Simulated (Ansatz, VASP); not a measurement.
# One calculation of Li2TaSb2, two programs

```xyz
5
Lattice="3.8788 0.0000 0.0000 0.0000 3.8788 0.0000 0.0000 0.0000 7.2622" Properties=species:S:1:pos:R:3 pbc="T T T"
Li    1.9394    1.9394    4.7701
Li    1.9394    1.9394    2.4921
Ta    0.0000    0.0000    0.0000
Sb    0.0000    0.0000    3.6311
Sb    1.9394    1.9394    0.0000
```

Alike in both runs: functional PBE; k mesh 10 × 10 × 6; occupations gaussian, width 0.1 eV; no spin polarisation.

Ansatz relaxed the structure, and its values are those at the end. VASP's run is a single point on that final structure, the one shown.

|  | VASP | Ansatz |
| --- | --- | --- |
| version | VASP 6.6.1 | Ansatz 0.2.0 |
| potentials or method | VASP PAW PBE potentials, release 64 (Li_sv, Ta_pv, Sb) | scalar-relativistic, plane waves, PAW |
| plane-wave cutoff (eV) | 520 | 420 |
| valence electrons in the cell | 27 | 49 |

|  | VASP | Ansatz | Ansatz less VASP |
| --- | --- | --- | --- |
| gap on the k mesh at the Fermi level (eV) | none | none | - |
| rms of the force components (eV/Å) | 0.003 | 0.000 | -0.0032 |

A gap of «none» marks a metal or a gap that the smearing closes. The two sets of potentials don't hold the same shells in valence.

 The runs have no spin-orbit coupling, so splittings on Sb, Ta are missing.
